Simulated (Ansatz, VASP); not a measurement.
# Cross-check of Li3H104C26Br16N13 (ionic liquid ethylammonium Br- with Li salt at 400 K) between VASP and Ansatz

One calculation is typed for both programs; each brings its own data sets. How far apart do they land? The cell is taken from a series of runs on this material, whose earlier steps may have relaxed, scaled, displaced or heated it; both programs get it as it stands.

Method: plane waves, with VASP 6.6.1 beside it; single point at PBEsol, in Ansatz 0.2.0.

### Step 1. Set-up

The cell holds 162 atoms: 26 C, 13 N, 104 H, 16 Br and 3 Li. Its edges and angles: a = 12.449 Å, b = 12.449 Å, c = 12.449 Å, α = 90.0°, β = 90.0°, γ = 90.0°. As first built, before any earlier steps moved the atoms (in the runner's words): 13 ethylammonium, 16 Br-, 3 Li+ placed at random, at 1.63 g/cm^3; overlaps pushed apart, then 10 ps at 700 K with Joung-Cheatham ions (J. Phys. Chem. B 112, 9020 (2008)); MMFF94 bonds, angles, torsions, charges and radii (Halgren, J. Comput. Chem. 17, 490 (1996)) in harmonic and 12-6 forms; charges of ions scaled by 0.8. Snapshot after 30 ps at 400 K and fixed volume.

### Step 2. Ansatz: single point, PBEsol

Ansatz runs on its default PAW (the set named soft_2) files.

With cell and atoms fixed, the geometry can't cause a difference; cores, projectors, grids and the points listed under the comparison can.

input.yaml

```yaml
crystal:
  lattice:
    - [12.44903, 0.0, 0.0]
    - [0.0, 12.44903, 0.0]
    - [0.0, 0.0, 12.44903]
  atoms:
    - { symbol: C, position: [0.13325, 0.1851, 0.28851] }
    - { symbol: C, position: [0.06874, 0.28475, 0.31138] }
    - { symbol: "N", position: [0.1074, 0.37908, 0.2493] }
    - { symbol: H, position: [0.12917, 0.16518, 0.20228] }
    - { symbol: H, position: [0.09818, 0.11656, 0.33239] }
    - { symbol: H, position: [0.21799, 0.19451, 0.31238] }
    - { symbol: H, position: [0.98369, 0.27365, 0.28993] }
    - { symbol: H, position: [0.06985, 0.30759, 0.39696] }
    - { symbol: H, position: [0.04581, 0.43767, 0.25197] }
    - { symbol: H, position: [0.1237, 0.36107, 0.1688] }
    - { symbol: H, position: [0.17946, 0.41104, 0.28054] }
    - { symbol: C, position: [0.38658, 0.51063, 0.68709] }
    - { symbol: C, position: [0.27351, 0.47079, 0.66975] }
    - { symbol: "N", position: [0.22389, 0.52133, 0.57368] }
    - { symbol: H, position: [0.38844, 0.59861, 0.69664] }
    - { symbol: H, position: [0.43975, 0.48937, 0.61945] }
    - { symbol: H, position: [0.42022, 0.47513, 0.76067] }
    - { symbol: H, position: [0.27145, 0.38299, 0.65862] }
    - { symbol: H, position: [0.22164, 0.48991, 0.73886] }
    - { symbol: H, position: [0.26254, 0.49848, 0.50174] }
    - { symbol: H, position: [0.23139, 0.6054, 0.57694] }
    - { symbol: H, position: [0.14191, 0.49965, 0.56941] }
    - { symbol: C, position: [0.1067, 0.69806, 0.32093] }
    - { symbol: C, position: [0.05752, 0.73002, 0.21469] }
    - { symbol: "N", position: [0.94095, 0.7515, 0.22806] }
    - { symbol: H, position: [0.1915, 0.67515, 0.31103] }
    - { symbol: H, position: [0.06364, 0.62833, 0.35472] }
    - { symbol: H, position: [0.10226, 0.76466, 0.37897] }
    - { symbol: H, position: [0.09403, 0.80334, 0.18137] }
    - { symbol: H, position: [0.06496, 0.66622, 0.15387] }
    - { symbol: H, position: [0.9034, 0.67962, 0.25197] }
    - { symbol: H, position: [0.90703, 0.77762, 0.15477] }
    - { symbol: H, position: [0.93043, 0.81138, 0.28727] }
    - { symbol: C, position: [0.99492, 0.56704, 0.90672] }
    - { symbol: C, position: [0.93539, 0.46233, 0.92119] }
    - { symbol: "N", position: [0.99477, 0.37379, 0.86721] }
    - { symbol: H, position: [0.94901, 0.63449, 0.94108] }
    - { symbol: H, position: [0.00848, 0.58448, 0.82094] }
    - { symbol: H, position: [0.07399, 0.56372, 0.94638] }
    - { symbol: H, position: [0.92794, 0.44067, 0.00669] }
    - { symbol: H, position: [0.85341, 0.46568, 0.88771] }
    - { symbol: H, position: [0.9689, 0.29743, 0.89273] }
    - { symbol: H, position: [0.07545, 0.37675, 0.89254] }
    - { symbol: H, position: [0.99119, 0.38141, 0.78315] }
    - { symbol: C, position: [0.46113, 0.81663, 0.28514] }
    - { symbol: C, position: [0.51574, 0.71297, 0.31708] }
    - { symbol: "N", position: [0.52022, 0.70289, 0.43551] }
    - { symbol: H, position: [0.37791, 0.81917, 0.31541] }
    - { symbol: H, position: [0.45876, 0.82386, 0.19701] }
    - { symbol: H, position: [0.50451, 0.88683, 0.31708] }
    - { symbol: H, position: [0.47124, 0.64214, 0.28794] }
    - { symbol: H, position: [0.59892, 0.7083, 0.28715] }
    - { symbol: H, position: [0.44356, 0.7117, 0.46975] }
    - { symbol: H, position: [0.56886, 0.76394, 0.46881] }
    - { symbol: H, position: [0.55402, 0.62884, 0.45912] }
    - { symbol: C, position: [0.45692, 0.10598, 0.39519] }
    - { symbol: C, position: [0.45308, 0.22299, 0.42685] }
    - { symbol: "N", position: [0.54486, 0.28271, 0.38068] }
    - { symbol: H, position: [0.52912, 0.0659, 0.42736] }
    - { symbol: H, position: [0.4565, 0.09698, 0.30714] }
    - { symbol: H, position: [0.38627, 0.06363, 0.42733] }
    - { symbol: H, position: [0.38002, 0.26345, 0.39757] }
    - { symbol: H, position: [0.45535, 0.23199, 0.51498] }
    - { symbol: H, position: [0.54708, 0.36231, 0.40667] }
    - { symbol: H, position: [0.54311, 0.28275, 0.29513] }
    - { symbol: H, position: [0.61919, 0.24988, 0.4042] }
    - { symbol: C, position: [0.58346, 0.9369, 0.85399] }
    - { symbol: C, position: [0.49204, 0.87678, 0.80131] }
    - { symbol: "N", position: [0.46167, 0.92852, 0.69837] }
    - { symbol: H, position: [0.65259, 0.94646, 0.79924] }
    - { symbol: H, position: [0.61243, 0.89372, 0.9255] }
    - { symbol: H, position: [0.55857, 0.01825, 0.8784] }
    - { symbol: H, position: [0.51403, 0.79284, 0.7833] }
    - { symbol: H, position: [0.41912, 0.8743, 0.85165] }
    - { symbol: H, position: [0.52791, 0.92661, 0.64517] }
    - { symbol: H, position: [0.44033, 0.01, 0.7092] }
    - { symbol: H, position: [0.39889, 0.88678, 0.66013] }
    - { symbol: C, position: [0.93877, 0.72916, 0.64992] }
    - { symbol: C, position: [0.83865, 0.67238, 0.68751] }
    - { symbol: "N", position: [0.76856, 0.74368, 0.75267] }
    - { symbol: H, position: [0.98569, 0.76058, 0.71825] }
    - { symbol: H, position: [0.91964, 0.79632, 0.59543] }
    - { symbol: H, position: [0.98866, 0.67112, 0.60566] }
    - { symbol: H, position: [0.78993, 0.64287, 0.61975] }
    - { symbol: H, position: [0.85741, 0.60211, 0.73765] }
    - { symbol: H, position: [0.70687, 0.69711, 0.78736] }
    - { symbol: H, position: [0.73716, 0.80442, 0.70408] }
    - { symbol: H, position: [0.80957, 0.77919, 0.81758] }
    - { symbol: C, position: [0.31989, 0.04111, 0.11441] }
    - { symbol: C, position: [0.36529, 0.08071, 0.00941] }
    - { symbol: "N", position: [0.28167, 0.13292, 0.94307] }
    - { symbol: H, position: [0.38256, 0.9983, 0.15978] }
    - { symbol: H, position: [0.25208, 0.98572, 0.10115] }
    - { symbol: H, position: [0.2922, 0.1085, 0.16436] }
    - { symbol: H, position: [0.43049, 0.13933, 0.0226] }
    - { symbol: H, position: [0.39685, 0.01364, 0.96121] }
    - { symbol: H, position: [0.25007, 0.20237, 0.97893] }
    - { symbol: H, position: [0.22038, 0.07699, 0.92636] }
    - { symbol: H, position: [0.3158, 0.15701, 0.86934] }
    - { symbol: C, position: [0.68052, 0.99796, 0.22062] }
    - { symbol: C, position: [0.77868, 0.04375, 0.16646] }
    - { symbol: "N", position: [0.7871, 0.16178, 0.18127] }
    - { symbol: H, position: [0.60691, 0.03828, 0.19226] }
    - { symbol: H, position: [0.68529, 0.00524, 0.30877] }
    - { symbol: H, position: [0.67471, 0.91202, 0.20069] }
    - { symbol: H, position: [0.85295, 0.00858, 0.19933] }
    - { symbol: H, position: [0.7786, 0.02814, 0.07949] }
    - { symbol: H, position: [0.71638, 0.20172, 0.15545] }
    - { symbol: H, position: [0.85247, 0.18813, 0.13507] }
    - { symbol: H, position: [0.79828, 0.18124, 0.26253] }
    - { symbol: C, position: [0.30487, 0.65987, 0.085] }
    - { symbol: C, position: [0.41302, 0.62473, 0.04299] }
    - { symbol: "N", position: [0.43604, 0.51042, 0.06888] }
    - { symbol: H, position: [0.28876, 0.7434, 0.06074] }
    - { symbol: H, position: [0.30102, 0.65387, 0.17327] }
    - { symbol: H, position: [0.24064, 0.60906, 0.05145] }
    - { symbol: H, position: [0.41891, 0.63125, 0.95501] }
    - { symbol: H, position: [0.47969, 0.67262, 0.07596] }
    - { symbol: H, position: [0.43751, 0.49509, 0.15103] }
    - { symbol: H, position: [0.50896, 0.48693, 0.03482] }
    - { symbol: H, position: [0.37453, 0.46039, 0.03862] }
    - { symbol: C, position: [0.12127, 0.16111, 0.61943] }
    - { symbol: C, position: [0.17051, 0.05829, 0.57826] }
    - { symbol: "N", position: [0.1196, 0.96256, 0.62719] }
    - { symbol: H, position: [0.03551, 0.1674, 0.59865] }
    - { symbol: H, position: [0.16323, 0.23038, 0.58414] }
    - { symbol: H, position: [0.12869, 0.16732, 0.70747] }
    - { symbol: H, position: [0.15991, 0.0502, 0.49076] }
    - { symbol: H, position: [0.257, 0.05495, 0.59712] }
    - { symbol: H, position: [0.13456, 0.95656, 0.71077] }
    - { symbol: H, position: [0.15092, 0.89272, 0.59284] }
    - { symbol: H, position: [0.0362, 0.96484, 0.61824] }
    - { symbol: C, position: [0.7202, 0.24352, 0.86495] }
    - { symbol: C, position: [0.7211, 0.28311, 0.75049] }
    - { symbol: "N", position: [0.62411, 0.34886, 0.72866] }
    - { symbol: H, position: [0.71915, 0.31061, 0.92277] }
    - { symbol: H, position: [0.7912, 0.19296, 0.88016] }
    - { symbol: H, position: [0.64827, 0.19445, 0.88087] }
    - { symbol: H, position: [0.79128, 0.33406, 0.73228] }
    - { symbol: H, position: [0.72282, 0.21625, 0.69259] }
    - { symbol: H, position: [0.55442, 0.30166, 0.73367] }
    - { symbol: H, position: [0.62753, 0.38479, 0.65234] }
    - { symbol: H, position: [0.61883, 0.41366, 0.78384] }
    - { symbol: Br, position: [0.95825, 0.94678, 0.40416] }
    - { symbol: Br, position: [0.87663, 0.018, 0.72457] }
    - { symbol: Br, position: [0.21844, 0.38175, 0.00235] }
    - { symbol: Br, position: [0.98017, 0.42983, 0.60276] }
    - { symbol: Br, position: [0.6662, 0.89087, 0.54199] }
    - { symbol: Br, position: [0.65172, 0.48982, 0.50772] }
    - { symbol: Br, position: [0.79068, 0.21018, 0.44709] }
    - { symbol: Br, position: [0.33885, 0.47625, 0.33807] }
    - { symbol: Br, position: [0.62693, 0.56068, 0.88044] }
    - { symbol: Br, position: [0.16122, 0.91205, 0.87946] }
    - { symbol: Br, position: [0.41101, 0.18644, 0.72205] }
    - { symbol: Br, position: [0.55714, 0.27621, 0.122] }
    - { symbol: Br, position: [0.85711, 0.83238, 0.98948] }
    - { symbol: Br, position: [0.29455, 0.77699, 0.55791] }
    - { symbol: Br, position: [0.87994, 0.49828, 0.27725] }
    - { symbol: Br, position: [0.9869, 0.15669, 0.01005] }
    - { symbol: Li, position: [0.9688, 0.97933, 0.90666] }
    - { symbol: Li, position: [0.82484, 0.02295, 0.52962] }
    - { symbol: Li, position: [0.83557, 0.41463, 0.45642] }
kpoints:
  mp_grid: { grid: [1, 1, 1] }
hamiltonian:
  xc: pbesol
scf:
  occupations: { method: fixed }
output:
  forces: true
  stress: true
  populations: true
  dos:
    method: { smearing: { sigma: 0.1 } }
    de: 0.1
    projected: { site_lists: { Br: [Br], C: [C], H: [H], Li: [Li], "N": ["N"] } }
  eigenvalues: true
  write_density: true
  write_potential: true
  volumetric_format: npy
  elf: true
```

Run with:

```sh
$ ansatz run input.yaml --threads 4 --pin off --max-ram 8192MiB --backend cpu --events-out ev --progress --plain --runs-dir out
```

Numbers of over 12 decimals in the logs are rounded to 6 here.

The program printed:

```text
Engine: ansatz 0.2.0, x86_64-unknown-linux-gnu
Pseudopotentials: kind: paw
Pseudopotential: C, paw, valence charge 4, recommended cutoff 420 eV (normal), C.paw.azcp
Pseudopotential: N, paw, valence charge 5, recommended cutoff 420 eV (normal), N.paw.azcp
Pseudopotential: H, paw, valence charge 1, recommended cutoff 420 eV (normal), H.paw.azcp
Pseudopotential: Br, paw, valence charge 7, recommended cutoff 420 eV (normal), Br.paw.azcp
Pseudopotential: Li, paw, valence charge 3, recommended cutoff 420 eV (normal), Li.paw.azcp
Functional definition: PBEsol
  exchange = pbesol_x
  correlation = pbesol_c
Crystal: 162 atoms, lattice volume = 1929.330 Å³
Basis set: ecut = 420 eV, 37561 PW (Γ), exchange–correlation on 180×180×180 points (8 copies of the dense FFT grid, shifted against one another)
Bands: 359, of which v1, the nominal top of the filled ones, is band 197 counted from 1 (196 counted from 0)
Symmetry: 1 space group operations
Space group: P1 (ITA 1), of the structure as read, at distance tolerance 1.2e-4 Å
k-points: 1
Non-local potential: C, projectors of the file, l = 0: 2, l = 1: 2, l = 2: 1
Non-local potential: N, projectors of the file, l = 0: 2, l = 1: 2, l = 2: 1
Non-local potential: H, projectors of the file, l = 0: 2, l = 1: 1
Non-local potential: Br, projectors of the file, l = 0: 2, l = 1: 2, l = 2: 2
Non-local potential: Li, projectors of the file, l = 0: 3, l = 1: 2, l = 2: 1
PAW form: soft (Blöchl's): semilocal exchange-correlation on the pseudo side does not see the compensation charge
PAW frozen core: C, regenerated for the run's functional, and the local potential with it (the file was generated under x = pbe(κ = 0.804, μ = 0.219515), c = pbe(β = 0.066725))
PAW frozen core: N, regenerated for the run's functional, and the local potential with it (the file was generated under x = pbe(κ = 0.804, μ = 0.219515), c = pbe(β = 0.066725))
PAW frozen core: Br, regenerated for the run's functional, and the local potential with it (the file was generated under x = pbe(κ = 0.804, μ = 0.219515), c = pbe(β = 0.066725))
PAW one-centre angular grid: C, 110 points (default); XC on 64 Gauss nodes
PAW one-centre angular grid: N, 110 points (default); XC on 64 Gauss nodes
PAW one-centre angular grid: H, 110 points (default); XC on 64 Gauss nodes
PAW one-centre angular grid: Br, 110 points (default); XC on 64 Gauss nodes
PAW one-centre angular grid: Li, 110 points (default); XC on 64 Gauss nodes
Initial density: superposition of atomic densities (neutral atoms: chi_scale 0, normalization atom), corrected by the library's trained network
Initial wavefunctions: pseudopotential atomic-orbital guess
Functional: x = pbesol(κ = 0.804, μ = 0.123457), c = pbesol(β = 0.046)
SCF iter   1: F=—  HF=-57416.124421 eV  |F-HF|=—  |Δ(HF+E_count)|=         —  Δρ=4.79e-3  dr2=6.16e-1  ethr=1.77e-3  ⟨swp⟩=5.0  Hψ=1308  notcnv=0  defer=159
preconditioner: auto → Resta (q_TF=auto, 2.094 Å⁻¹)  ε∞=2.3  [insulator: Δε(μ)=4.476 eV  Ē_g=14.127 eV  n_scr=304 (ndim 8)  ℏωp=16.1 eV  f_vac=0.157  ε∞_Penn≈2.3]
SCF iter   2: F=—  HF=-57415.972817 eV  |F-HF|=—  |Δ(HF+E_count)|=   1.52e-1  Δρ=2.07e-3  dr2=8.87e-2  ethr=1.56e-4  ⟨swp⟩=2.0  Hψ=551  notcnv=0  defer=160
SCF iter   3: F=—  HF=-57415.964288 eV  |F-HF|=—  |Δ(HF+E_count)|=   8.53e-3  Δρ=7.59e-4  dr2=1.68e-2  ethr=2.25e-5  ⟨swp⟩=2.0  Hψ=399  notcnv=0  defer=160
SCF iter   4: F=—  HF=-57415.964550 eV  |F-HF|=—  |Δ(HF+E_count)|=   2.61e-4  Δρ=2.11e-4  dr2=1.12e-3  ethr=4.28e-6  ⟨swp⟩=3.0  Hψ=401  notcnv=0  defer=160
SCF iter   5: F=—  HF=-57415.965210 eV  |F-HF|=—  |Δ(HF+E_count)|=   6.60e-4  Δρ=6.72e-5  dr2=1.13e-4  ethr=2.85e-7  ⟨swp⟩=2.0  Hψ=399  notcnv=0  defer=160
SCF iter   6: F=—  HF=-57415.965286 eV  |F-HF|=—  |Δ(HF+E_count)|=   7.58e-5  Δρ=2.41e-5  dr2=1.18e-5  ethr=2.86e-8  ⟨swp⟩=2.0  Hψ=399  notcnv=0  defer=160
SCF iter   7: F=—  HF=-57415.967488 eV  |F-HF|=—  |Δ(HF+E_count)|=   2.20e-3  Δρ=6.64e-6  dr2=1.03e-6  ethr=3.00e-9  ⟨swp⟩=2.0  Hψ=556  notcnv=0  defer=156
SCF iter   8: F=—  HF=-57415.967490 eV  |F-HF|=—  |Δ(HF+E_count)|=   1.67e-6  Δρ=2.51e-6  dr2=1.34e-7  ethr=2.61e-10  ⟨swp⟩=2.0  Hψ=396  notcnv=0  defer=156
SCF iter   9: F=-57415.967490 eV  HF=-57415.967490 eV  |F-HF|=8.45e-9  |Δ(HF+E_count)|=   1.41e-7  Δρ=1.05e-6  dr2=2.21e-8  ethr=2.54e-11  ⟨swp⟩=24.0  Hψ=3796  notcnv=0
SCF 1 converged in 9 iterations: F = -57415.967490 eV  dr2 = 2.21e-8
  greatest PAW one-centre occupation: 1.000 electrons in one spin orbital (limit 2), on the Li atom at site 160 (counted from 0), in its partial waves of l = 0
[...]
atom 138  H      0.00071548     0.00193385    -0.00195615
  atom 139  H      0.00141862     0.00083962     0.00116778
  atom 140  H     -0.00054015     0.00026759     0.00182044
  atom 141  H     -0.00636054    -0.00397609    -0.00182091
  atom 142  H      0.00235537    -0.00295996     0.00212463
  atom 143  H      0.00074029     0.00014476     0.00248995
  atom 144  Br     0.00533799     0.00047118     0.00495983
  atom 145  Br     0.00821879     0.00095717     0.00001702
  atom 146  Br    -0.00263176    -0.00514982    -0.00284417
  atom 147  Br    -0.00255009    -0.00512806    -0.00444395
  atom 148  Br     0.00112503     0.00004682     0.00111284
  atom 149  Br     0.00261531    -0.00354296    -0.00083831
  atom 150  Br     0.00210512     0.00563626     0.00010930
  atom 151  Br     0.00332396    -0.00013665    -0.00404762
  atom 152  Br     0.00119677     0.00391419    -0.00360383
  atom 153  Br     0.00625347    -0.00113166    -0.00132132
  atom 154  Br     0.00178813    -0.00191472    -0.00187351
  atom 155  Br     0.00365462     0.00009093     0.00164987
  atom 156  Br     0.00048540     0.00016855     0.00501616
  atom 157  Br    -0.00530054     0.00127702     0.00169250
  atom 158  Br     0.00430741    -0.00653042    -0.00154941
  atom 159  Br     0.00555815     0.00574980    -0.00647396
  atom 160  Li     0.00035461     0.00423954    -0.00538199
  atom 161  Li    -0.00315391     0.00061751     0.00053449
  atom 162  Li     0.00237897    -0.00172204     0.00567145
  max |Σ_I F_I| component: 1.13e-4 eV/Å
--- Stress (GPa, compression-positive) ---
        0.126338      -0.091496       0.036595
       -0.091497       0.069596       0.190891
        0.036595       0.190892      -0.096277
  P = ⅓ Tr σ = 0.0332 GPa (0.332 kbar)
--- Band table (eV) ---
  k-point 0: bands = [... 193 lower, -0.6893, -0.6667, -0.6161, -0.5858, 3.8504, 4.5469, 4.6912, 4.7909, ... 158 higher]
--- Löwdin populations: 162 sites ---
  site symbol       q [e]
     0      C      4.4749
     1      C      4.1642
     2      N      5.3502
     3      H      0.8066
     4      H      0.7913
     5      H      0.8243
     6      H      0.8042
     7      H      0.7984
     8      H      0.7007
     9      H      0.6855
    10      H      0.7003
    11      C      4.4795
    12      C      4.1693
    13      N      5.3500
    14      H      0.8046
    15      H      0.8133
    16      H      0.7934
    17      H      0.7934
    18      H      0.7949
    19      H      0.6994
    20      H      0.6934
    21      H      0.6990
    22      C      4.4814
    23      C      4.1696
[...]
154     Br      7.6225
   155     Br      7.6040
   156     Br      7.5791
   157     Br      7.6053
   158     Br      7.6164
   159     Li      2.3887
   160     Li      2.3895
   161     Li      2.3846
  spilling = 0.010417 (of n_electrons = 394.000000)
```

The column dr2 measures how far the density is from self-consistency, as an energy; F and HF (Harris–Foulkes) agree once it is small.

(Continued in part 2 of 2.)

[Lines on the potential files, build, host, timing and source positions are cut from VASP's logs without a mark.]

[Logs are printed without paths, hosts, clocks, repeated set-up lines and the standing remarks that a program may print on its own settings, such as how far it seeks lower states.]

[Hosts, paths, dates, database ids (printed as entryN), source tags and the programs' standing remarks are cut or masked in the printed files.]

[The MMFF94 radii named for the starting cell were scaled by 0.96; in molecules described by MMFF94, hydrogen bound to N, O or S took a small fixed 12-6 site in their place.]
